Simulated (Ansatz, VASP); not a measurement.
# BiAs in two plane-wave programs

Wanted: the spread between two codes on one cell, functional and k mesh. The cell is generated by rule, not measured, and may not be a known phase. The cell is taken from a series of runs on this material, whose earlier steps may have relaxed, scaled, displaced or heated it; both programs get it as it stands.

Main program and level: Ansatz 0.2.0; plane waves, with VASP 6.6.1 beside it; PBEsol.

The structure was built from a prototype and need not be the compound's stable phase.

### 1. The structure

The structure is cubic, space group Fm-3m (No. 225). The conventional cell has a = 5.938 Å, b = 5.938 Å, c = 5.938 Å, α = 90.00°, β = 90.00°, γ = 90.00°. Bi has 6 As at 2.97 Å nearest. As has 6 Bi at 2.97 Å nearest. Farther neighbours are not listed.

### 2. Ansatz: relaxation of cell and atoms, PBEsol

Ansatz runs on its default PAW (the set named soft_2) files.

The relaxed volume is the usual yardstick between codes: in a stiff, nearly cubic crystal its relative difference is about their pressure difference at one cell divided by the bulk modulus.

The input, input.yaml:

```yaml
crystal:
  lattice:
    - [0.0, 2.9691730672, 2.9691730672]
    - [2.9691730672, 0.0, 2.9691730672]
    - [2.9691730672, 2.9691730672, 0.0]
  atoms:
    - { symbol: Bi, position: [0.5, 0.5, 0.5] }
    - { symbol: As, position: [0.0, 0.0, 0.0] }
kpoints:
  mp_grid: { grid: [12, 12, 12] }
hamiltonian:
  xc: pbesol
scf:
  occupations: { method: gaussian, width: 0.1 }
output:
  forces: true
  stress: true
  eigenvalues: true
  write_density: true
  write_potential: true
  elf: true
  volumetric_format: npy
relax:
  adjacent_minimum: "off"
  f_tol: 0.005
  max_steps: 80
  cell: { stress_tol: 0.05 }
```

Launch:

```sh
$ ansatz run input.yaml --threads 4 --pin off --max-ram 8192MiB --backend cpu --events-out ev --progress --plain --runs-dir out
```

Numbers of over 12 decimals in the logs are rounded to 6 here.

Log:

```text
Engine: ansatz 0.2.0, aarch64-unknown-linux-gnu
Pseudopotentials: kind: paw
Pseudopotential: Bi, paw, valence charge 15, recommended cutoff 420 eV (normal), Bi.paw.azcp
Pseudopotential: As, paw, valence charge 15, recommended cutoff 420 eV (normal), As.paw.azcp
Functional definition: PBEsol
  exchange = pbesol_x
  correlation = pbesol_c
Crystal: 2 atoms, lattice volume = 52.352 Å³
Basis set: ecut = 420 eV, 965 PW (Γ), exchange–correlation on 60×60×60 points (8 copies of the dense FFT grid, shifted against one another)
Bands: 19, of which v1, the nominal top of the filled ones, is band 15 counted from 1 (14 counted from 0)
Symmetry: 48 space group operations
Space group: Fm-3m (ITA 225), of the structure as read, at distance tolerance 3.7e-5 Å
k-points: 72 of 1728
Non-local potential: Bi, projectors of the file, l = 0: 2, l = 1: 2, l = 2: 2, l = 3: 2
Non-local potential: As, projectors of the file, l = 0: 2, l = 1: 2, l = 2: 3, l = 3: 1
PAW form: soft (Blöchl's): semilocal exchange-correlation on the pseudo side does not see the compensation charge
PAW frozen core: Bi, regenerated for the run's functional, and the local potential with it (the file was generated under x = pbe(κ = 0.804, μ = 0.219515), c = pbe(β = 0.066725))
PAW frozen core: As, regenerated for the run's functional, and the local potential with it (the file was generated under x = pbe(κ = 0.804, μ = 0.219515), c = pbe(β = 0.066725))
PAW one-centre angular grid: Bi, 590 points (default); XC on 64 Gauss nodes
PAW one-centre angular grid: As, 590 points (default); XC on 64 Gauss nodes
Initial density: superposition of atomic densities (neutral atoms: chi_scale 0, normalization atom), corrected by the library's trained network
Initial wavefunctions: pseudopotential atomic-orbital guess
Functional: x = pbesol(κ = 0.804, μ = 0.123457), c = pbesol(β = 0.046)
SCF iter   1: F=—  HF=-17055.014681 eV  |F-HF|=—  |Δ(HF+E_count)|=         —  Δρ=1.12e-3  dr2=5.56e-4  ethr=1.77e-3  ⟨swp⟩=5.7  Hψ=6318  notcnv=0
preconditioner: auto → Kerker (q_TF=auto, 2.487 Å⁻¹)  [metal: Δε(μ)=0.086 eV  Ē_g=18.138 eV  σ=0.100 eV  W_gap=0.45  n_scr=14 (ndim 8)  ℏωp=23.0 eV  f_vac=0.000  D(μ)=0.37/eV (n_scr^D=0)]
SCF iter   2: F=—  HF=-17055.013357 eV  |F-HF|=—  |Δ(HF+E_count)|=   1.32e-3  Δρ=8.07e-4  dr2=2.96e-4  ethr=1.85e-6  ⟨swp⟩=2.2  Hψ=3040  notcnv=0
SCF iter   3: F=—  HF=-17055.013364 eV  |F-HF|=—  |Δ(HF+E_count)|=   6.25e-6  Δρ=3.35e-4  dr2=7.57e-5  ethr=9.86e-7  ⟨swp⟩=2.0  Hψ=1854  notcnv=0
SCF iter   4: F=—  HF=-17055.013372 eV  |F-HF|=—  |Δ(HF+E_count)|=   7.95e-6  Δρ=1.36e-4  dr2=1.48e-5  ethr=2.52e-7  ⟨swp⟩=1.0  Hψ=1368  notcnv=0
SCF iter   5: F=—  HF=-17055.013373 eV  |F-HF|=—  |Δ(HF+E_count)|=   1.52e-6  Δρ=2.91e-5  dr2=4.10e-7  ethr=4.94e-8  ⟨swp⟩=2.0  Hψ=1580  notcnv=0
SCF iter   6: F=-17055.013373 eV  HF=-17055.013373 eV  |F-HF|=6.42e-9  |Δ(HF+E_count)|=   2.33e-7  Δρ=5.56e-6  dr2=1.42e-8  ethr=3.33e-10  ⟨swp⟩=10.4  Hψ=10357  notcnv=0
SCF 1 converged in 6 iterations: F = -17055.013373 eV  dr2 = 1.42e-8
  greatest PAW one-centre occupation: 0.999 electrons in one spin orbital (limit 2), on the As atom at site 1 (counted from 0), in its partial waves of l = 2
relax step   1: F+E_penalty+E_count = -17055.01337336 eV  Δ(F+E_penalty+E_count) = +0.000e0 eV  max|allowed force component| = 5.962e-29 eV/Å  Δτ_max = 0.0000 Å  P = +0.146 GPa  Ω = 52.352 Å³  (6 SCF iters, dr2 threshold 1.00e-7 eV, accepted)
[...]
relax step   2: F+E_penalty+E_count = -17055.01334090 eV  Δ(F+E_penalty+E_count) = +3.246e-5 eV  max|allowed force component| = 4.214e-29 eV/Å  Δτ_max = 0.0000 Å  P = -0.136 GPa  Ω = 52.562 Å³  energy of the carried Pulay correction = -3.794e-5 eV  (5 SCF iters, dr2 threshold 5.31e-8 eV, accepted)
[...]
relax step   3: F+E_penalty+E_count = -17055.01340273 eV  Δ(F+E_penalty+E_count) = -6.183e-5 eV  max|allowed force component| = 2.514e-29 eV/Å  Δτ_max = 0.0000 Å  P = -0.001 GPa  Ω = 52.461 Å³  energy of the carried Pulay correction = -1.958e-5 eV  (4 SCF iters, dr2 threshold 4.65e-8 eV, accepted)
[...]
relax step   4: F+E_penalty+E_count = -17055.01342607 eV  Δ(F+E_penalty+E_count) = -2.334e-5 eV  max|allowed force component| = 4.418e-29 eV/Å  Δτ_max = 0.0000 Å  P = -0.001 GPa  Ω = 52.461 Å³  stress off target by 5.86e-4 GPa  SCF on the basis re-selected at this cell (its energy is not comparable with the rows above)  (6 SCF iters)
basis re-selected at this cell: Δ(F+E_penalty+E_count) = -2.334e-5 eV, ΔP = -0.000 GPa vs the last step (what re-selecting the basis moved, of the pressure what is left beyond the Pulay correction that the steps carried, after the strain that the cell walked since its last selection, with what the two solves' SCF thresholds leave and, on support functions, any second-order correction that the steps lacked; it is no m [...]
SCF converged after 6 iterations
Free energy (F): -17055.013426 eV
Harris-Foulkes:  -17055.013426 eV  (|F-HF|=7.28e-12)
Internal energy: -17055.011640 eV  (E = F + TS)
E sigma→0 (E₀):  -17055.012533 eV
Entropy (-TS):   -0.001786 eV (-0.893 meV/atom)
Fermi energy:    10.974605 eV
--- Per-component energies (eV) ---
  E_band       = -312.824451
  E_kinetic    = 405.308073
  E_local      = -3127.726254  (includes V_loc(G=0)·N_el)
  E_nonlocal   = -105.622196
  E_hartree    = 1397.342961
  E_xc         = -229.476190
  E_vxc        = -223.979211  (∫ρ·V_xc dr)
  E_paw        = -12302.004242  (= ΣΔE_a)
  E_vpaw       = -55.490306  (= ΣTr[D̂ρ^β])
  E_aug_tail   = -0.000456  (compensation charges beyond the density's cutoff)
  E_ewald      = -3093.889517
  E_core_change = 1.056181  (= ΣΔE_core)
  E_smearing   = -0.001786  (= −TS)
  E_closure    = -0.000000  (closes the sum)
  Σ components = -17055.013426   (vs F -17055.013426, Δ=0.00e0)
--- Forces (eV/Å), atoms counted from 1 ---
  atom   1  Bi     0.00000000    -0.00000000    -0.00000000
  atom   2  As    -0.00000000     0.00000000     0.00000000
  max |Σ_I F_I| component: 8.84e-29 eV/Å
--- Stress (GPa, compression-positive) ---
       -0.000586      -0.000000      -0.000000
       -0.000000      -0.000586      -0.000000
       -0.000000      -0.000000      -0.000586
  P = ⅓ Tr σ = -0.0006 GPa (-0.006 kbar)
--- Band table (eV; the first three rows and the last of 72) ---
  k-point 0: bands = [... 11 lower, 4.6731, 9.3526, 9.3526, 9.3526, 14.7813, 14.7813, 14.7813, 16.7190]
  k-point 1: bands = [... 11 lower, 4.3970, 9.3735, 9.3735, 9.4848, 14.3488, 14.4243, 14.4243, 16.5274]
  k-point 2: bands = [... 11 lower, 3.6895, 9.4426, 9.4426, 9.7702, 13.4995, 13.6479, 13.6479, 16.4684]
  k-point 71: bands = [... 11 lower, 0.6967, 5.9930, 5.9930, 10.8719, 11.6275, 16.3659, 16.3659, 18.0500]
--- Relaxed structure (3 steps of the walk, 3 accepted, 1 SCFs on fresh bases) ---
  F+E_penalty+E_count = -17055.01342607 eV   max|allowed force component| = 4.418e-29 eV/Å   (the final SCF, on the basis selected at the relaxed cell)
  cell:  # Å, volume = 52.4606 Å³
    - [0, 2.971217, 2.971217]
    - [2.971217, 0, 2.971217]
    - [2.971217, 2.971217, 0]
  atoms:
    - { symbol: Bi, position: [0.5, 0.5, 0.5] }
    - { symbol: As, position: [0, 0, 0] }
```

Reading the cycles: dr2 is the Hartree energy of the density residual (eV), the measure of convergence; HF is the Harris–Foulkes estimate of the energy, which meets the free energy F at convergence.

### 3. VASP: relaxation of cell and atoms, PBEsol

The same cell, functional, mesh and smearing now go to VASP, with its own data sets.

Lines of VASP's logs that name or quote its potential files are left out, and so is its time.

The input, INCAR:

```
SYSTEM = BiAs
PREC = Accurate
ENCUT = 500
EDIFF = 1E-07
NELM = 120
ISMEAR = 0
SIGMA = 0.1
LREAL = .FALSE.
ALGO = Normal
GGA = PS
NBANDS = 16
LORBIT = 11
LWAVE = .FALSE.
LCHARG = .FALSE.
ISIF = 3
IBRION = 2
NSW = 80
EDIFFG = -0.005
LASPH = .TRUE.
GGA_COMPAT = .FALSE.
NELMIN = 4
```

The input, POSCAR:

```
BiAs
1.0
    0.0000000000      2.9691730000      2.9691730000
    2.9691730000      0.0000000000      2.9691730000
    2.9691730000      2.9691730000      0.0000000000
Bi As
1 1
Direct
    0.5000000000      0.5000000000      0.5000000000
    0.0000000000      0.0000000000      0.0000000000
```

The input, KPOINTS:

```
Automatic mesh
0
Gamma
12 12 12
0 0 0
```

The projector-augmented-wave data sets are Bi_d and As (PBE family, release 64).

Launch:

```sh
$ mpirun -np 1 vasp_std
```

Log:

```text
[banner, memory and clock lines left out]
running    1 mpi-ranks, on    1 nodes
 distrk:  each k-point on    1 cores,    1 groups
 distr:  one band on    1 cores,    1 groups

 POSCAR found type information on POSCAR BiAs
 POSCAR found :  2 types and       2 ions
|                                                                             |
|               ----> ADVICE to this user running VASP <----                  |
|                                                                             |
|     You enforced a specific xc type in the INCAR file but a different       |
|     [... a line on the potential file left out ...]
|     I HOPE YOU KNOW WHAT YOU ARE DOING!                                     |
|                                                                             |

 LDA part: xc-table for (Slater+PW92), standard interpolation
 POSCAR, INCAR and KPOINTS ok, starting setup
 FFT: planning ... GRIDC
 FFT: planning ... GRID_SOFT
 FFT: planning ... GRID
 WAVECAR not read
 entering main loop
       N       E                     dE             d eps       ncg     rms          rms(c)
DAV:   1     0.138744795210E+03    0.13874E+03   -0.10386E+04  2312   0.133E+03
DAV:   2    -0.271086882362E+00   -0.13902E+03   -0.13679E+03  2504   0.336E+02
DAV:   3    -0.937563559080E+01   -0.91045E+01   -0.90244E+01  2920   0.848E+01
DAV:   4    -0.957944532610E+01   -0.20381E+00   -0.20377E+00  2920   0.144E+01
DAV:   5    -0.958557433974E+01   -0.61290E-02   -0.61289E-02  3096   0.220E+00    0.231E+00
DAV:   6    -0.940319755367E+01    0.18238E+00   -0.59266E-01  3400   0.475E+00    0.121E+00
DAV:   7    -0.940239454506E+01    0.80301E-03   -0.62822E-02  2760   0.124E+00    0.569E-01
DAV:   8    -0.940175614540E+01    0.63840E-03   -0.62530E-03  2976   0.692E-01    0.942E-02
DAV:   9    -0.940150434295E+01    0.25180E-03   -0.18003E-03  3216   0.280E-01    0.533E-02
DAV:  10    -0.940151516076E+01   -0.10818E-04   -0.12614E-04  2760   0.676E-02    0.434E-02
DAV:  11    -0.940150867029E+01    0.64905E-05   -0.30322E-05  3664   0.364E-02    0.162E-02
DAV:  12    -0.940150750983E+01    0.11605E-05   -0.46545E-06  2936   0.134E-02    0.392E-03
DAV:  13    -0.940150739654E+01    0.11328E-06   -0.12721E-07  2472   0.381E-03    0.251E-03
DAV:  14    -0.940150756267E+01   -0.16613E-06   -0.39523E-07  2136   0.616E-03    0.965E-04
DAV:  15    -0.940150761140E+01   -0.48728E-07   -0.85764E-08  1640   0.238E-03
   1 F= -.94015076E+01 E0= -.94006028E+01  d E =-.940151E+01
 curvature:   0.00 expect dE= 0.000E+00 dE for cont linesearch  0.000E+00
 trial: gam= 0.00000 g(F)=  0.960E-59 g(S)=  0.358E-03 ort = 0.000E+00 (trialstep = 0.100E+01)
 search vector abs. value=  0.358E-03
 bond charge predicted
       N       E                     dE             d eps       ncg     rms          rms(c)
DAV:   1    -0.940634550570E+01   -0.48379E-02   -0.12899E-01  2928   0.552E+00    0.366E-01
DAV:   2    -0.940237021767E+01    0.39753E-02   -0.69092E-03  2960   0.135E+00    0.153E-01
DAV:   3    -0.940156548670E+01    0.80473E-03   -0.34122E-03  3040   0.845E-01    0.221E-02
DAV:   4    -0.940157293047E+01   -0.74438E-05   -0.80722E-05  2624   0.892E-02    0.140E-02
DAV:   5    -0.940157386005E+01   -0.92958E-06   -0.11882E-05  3168   0.298E-02    0.408E-03
DAV:   6    -0.940157281038E+01    0.10497E-05   -0.16476E-06  2864   0.136E-02    0.189E-03
DAV:   7    -0.940157328437E+01   -0.47399E-06   -0.36227E-07  2688   0.564E-03    0.536E-04
DAV:   8    -0.940157344121E+01   -0.15684E-06   -0.32709E-08  1424   0.223E-03    0.241E-04
DAV:   9    -0.940157346616E+01   -0.24947E-07   -0.49370E-09  1384   0.881E-04
   2 F= -.94015735E+01 E0= -.94006728E+01  d E =-.658548E-04
 trial-energy change:   -0.000066  1 .order   -0.000063   -0.000358    0.000231
 step:   0.6136(harm=  0.6072)  dis= 0.00000  next Energy=    -9.401618 (dE=-0.110E-03)
 bond charge predicted
       N       E                     dE             d eps       ncg     rms          rms(c)
DAV:   1    -0.940233108706E+01   -0.75765E-03   -0.19133E-02  2944   0.211E+00    0.142E-01
DAV:   2    -0.940173318927E+01    0.59790E-03   -0.10340E-03  2960   0.523E-01    0.589E-02
DAV:   3    -0.940161463380E+01    0.11856E-03   -0.50424E-04  3048   0.326E-01    0.846E-03
DAV:   4    -0.940161681681E+01   -0.21830E-05   -0.11835E-05  2608   0.341E-02    0.541E-03
DAV:   5    -0.940161892720E+01   -0.21104E-05   -0.17726E-06  3160   0.114E-02    0.155E-03
DAV:   6    -0.940161934663E+01   -0.41943E-06   -0.23296E-07  2680   0.485E-03    0.708E-04
DAV:   7    -0.940161915595E+01    0.19068E-06   -0.49986E-08  1384   0.201E-03    0.191E-04
DAV:   8    -0.940161909843E+01    0.57527E-07   -0.83596E-09  1272   0.102E-03
   3 F= -.94016191E+01 E0= -.94007166E+01  d E =-.111487E-03
 curvature:  -0.30 expect dE=-0.163E-11 dE for cont linesearch -0.163E-11
 trial: gam=-0.00012 g(F)=  0.120E-60 g(S)=  0.537E-11 ort = 0.438E-07 (trialstep = 0.923E+00)
 search vector abs. value=  0.100E-09
 reached required accuracy - stopping structural energy minimisation
```

From OUTCAR (step 3):

```text
ion  position               nearest neighbor table
   1  0.500  0.500  0.500-   2 2.97   2 2.97   2 2.97   2 2.97   2 2.97   2 2.97
   2  0.000  0.000  0.000-   1 2.97   1 2.97   1 2.97   1 2.97   1 2.97   1 2.97

  LATTYP: Found a face centered cubic cell.
 ALAT       =     5.9383460000

 Subroutine GETGRP returns: Found 48 space group operations
 (whereof 48 operations were pure point group operations)

The static configuration has the point symmetry O_h .

 Found     72 irreducible k-points:

   k-points           NKPTS =     72   k-points in BZ     NKDIM =     72   number of bands    NBANDS=     16

   dimension x,y,z NGX =    32 NGY =   32 NGZ =   32
   dimension x,y,z NGXF=    64 NGYF=   64 NGZF=   64

   ENCUT  =  500.0 eV  36.75 Ry    6.06 a.u.   7.66  7.66  7.66*2*pi/ulx,y,z

   NELECT =      20.0000    total number of electrons

 k-points in reciprocal lattice and weights: Automatic mesh
   0.00000000  0.00000000  0.00000000       0.001
   0.08333333  0.00000000  0.00000000       0.005
   0.16666667  0.00000000  0.00000000       0.005
   0.25000000  0.00000000  0.00000000       0.005
   0.33333333  0.00000000  0.00000000       0.005
   0.41666667  0.00000000  0.00000000       0.005
   0.50000000  0.00000000  0.00000000       0.002
   0.08333333  0.08333333  0.00000000       0.003
   0.16666667  0.08333333  0.00000000       0.014
[...]
-0.33333333  0.50000000  0.16666667       0.007
  -0.25000000  0.50000000  0.25000000       0.003

 average (electrostatic) potential at core
       1-104.3625       2 -47.7671

 E-fermi :   6.5185

 k-point     1 :       0.0000    0.0000    0.0000
  band No.  band energies     occupation
    ...
      6      -7.4406      2.00000
      7       0.2128      2.00000
      8       4.9012      2.00000
      9       4.9012      2.00000
     10       4.9012      2.00000
     11      10.3227      0.00000
     12      10.3227      0.00000
     13      10.3227      0.00000
     14      12.2551      0.00000
     15      12.2551      0.00000
    ...

 k-point     2 :       0.0833    0.0000    0.0000
  band No.  band energies     occupation
    ...
      6      -7.3601      2.00000
      7      -0.0625      2.00000
      8       4.9221      2.00000
      9       4.9221      2.00000
     10       5.0326      2.00000
     11       9.8905      0.00000
     12       9.9659      0.00000
     13       9.9659      0.00000
     14      12.0666      0.00000
     15      12.4154      0.00000
    ...

 k-point     3 :       0.1667    0.0000    0.0000
  band No.  band energies     occupation
    ...
      6      -7.1194      2.00000
      7      -0.7684      2.00000
      8       4.9911      2.00000
      9       4.9911      2.00000
     10       5.3162      2.00000
     11       9.0419      0.00000
     12       9.1902      0.00000
     13       9.1902      0.00000
     14      12.0098      0.00000
     15      12.8640      0.00000
    ...

  Total        0.0000086      0.0000086      0.0000086     -0.0000000      0.0000000     -0.0000000
  in kB        0.0002627      0.0002627      0.0002627     -0.0000000      0.0000000     -0.0000000
  external PRESSURE =       0.0002627 kB  Pullay stress =       0.0000000 kB

  energy-cutoff  :      500.00
  volume of cell :       52.52
      direct lattice vectors                 reciprocal lattice vectors
     0.000000000  2.972263730  2.972263730    -0.168221950  0.168221950  0.168221950
     2.972263730  0.000000000  2.972263730     0.168221950 -0.168221950  0.168221950
     2.972263730  2.972263730  0.000000000     0.168221950  0.168221950 -0.168221950

 POSITION                                       TOTAL-FORCE (eV/Angst)
 -----------------------------------------------------------------------------------
      2.97226      2.97226      2.97226         0.000000      0.000000     -0.000000
      0.00000      0.00000      0.00000        -0.000000     -0.000000      0.000000
 -----------------------------------------------------------------------------------
    total drift:                               -0.000000     -0.000000      0.000000

  FREE ENERGIE OF THE ION-ELECTRON SYSTEM (eV)
  ---------------------------------------------------
  free  energy   TOTEN  =        -9.4016190984 eV

  energy  without entropy=       -9.3998141432  energy(sigma->0) =       -9.40071662

 reached required accuracy - stopping structural energy minimisation

 total charge
# of ion       s       p       d       tot
------------------------------------------
    1        1.564   1.195   9.951  12.710
    2        1.279   1.417   0.026   2.722
--------------------------------------------------
tot          2.843   2.612   9.978  15.432

[... 3 further parts left out ...]
```

CONTCAR:

```
BiAs
   1.00000000000000
     0.0000000000000000    2.9722637296229690    2.9722637296229690
     2.9722637296229690    0.0000000000000000    2.9722637296229690
     2.9722637296229690    2.9722637296229690    0.0000000000000000
  Bi              As
     1     1
Direct
     0.5000000000000000    0.5000000000000000    0.5000000000000000
     0.0000000000000000    0.0000000000000000    0.0000000000000000
```

### 4. Side by side

Known differences besides the potentials themselves: the data sets hold 30 valence electrons in Ansatz (on its default PAW (the set named soft_2) files) and 20 in VASP; the cutoff is 420 eV in Ansatz and 500 eV in VASP; Ansatz makes its cores anew for this functional, VASP keeps those of its PBE data sets; Ansatz adds a Pulay correction to the stress that steers its cell, VASP none. Total energies have different zeros and are not compared.

Both answers:

```
                                         quantity  Ansatz   VASP  difference
                                      volume (Å³)   52.46  52.52     -0.11 %
edge a after relaxation, in the typed setting (Å)   4.202  4.203     -0.04 %
```

### 5. Summary of results

```
difference in volume (relaxation of cell and atoms, PBEsol) : -0.11 %
```

In words: The difference in volume is -0.11 % (relaxation of cell and atoms, PBEsol), within the 1.2 % picked in this series as the mark of a large difference, as far as the stopping tolerances let one tell. The data sets hold unlike numbers of valence electrons (30 in Ansatz and 20 in VASP), so part of the differences may come from the potentials. Such differences can come from data sets, numerical settings and the points named under the comparisons, not from the functional's error against experiment.

[Lines on the potential files, build, host, timing and source positions are cut from VASP's logs without a mark.]

[Logs are printed without paths, hosts, clocks, repeated set-up lines and the standing remarks that a program may print on its own settings, such as how far it seeks lower states.]

[Hosts, paths, dates, database ids (printed as entryN), source tags and the programs' standing remarks are cut or masked in the printed files.]
